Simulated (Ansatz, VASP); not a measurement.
# Rb3Ba: VASP beside Ansatz

```
CELL_PARAMETERS angstrom
0.00000 5.47742 5.47742
5.47742 0.00000 5.47742
5.47742 5.47742 0.00000
ATOMIC_POSITIONS crystal
Ba 0.00000 0.00000 0.00000
Rb 0.50000 0.50000 0.50000
Rb 0.75000 0.75000 0.75000
Rb 0.25000 0.25000 0.25000
```

Change from the starting cell: volume scaled by 0.98.

Alike in both runs: task single point; functional PBE; k mesh 4 × 4 × 4; occupations fermi-dirac, width 0.05 eV; no spin polarisation.

|  | VASP | Ansatz |
| --- | --- | --- |
| version | VASP 6.6.1 | Ansatz 0.2.0 |
| potentials or method | VASP PAW PBE potentials, release 64 (Ba_sv, Rb_sv) | Ansatz PAW |
| plane-wave cutoff (eV) | 520 | 420 |
| valence electrons in the cell | 37 | 37 |

|  | VASP | Ansatz | Ansatz less VASP |
| --- | --- | --- | --- |
| gap on the k mesh at the Fermi level (eV) | none | none | - |
| pressure (GPa) | 0.1 | 0.1 | 0.00 |

A gap of «none» marks a metal or a gap that the smearing closes.

The runs have no spin-orbit coupling, so splittings on Ba are missing.
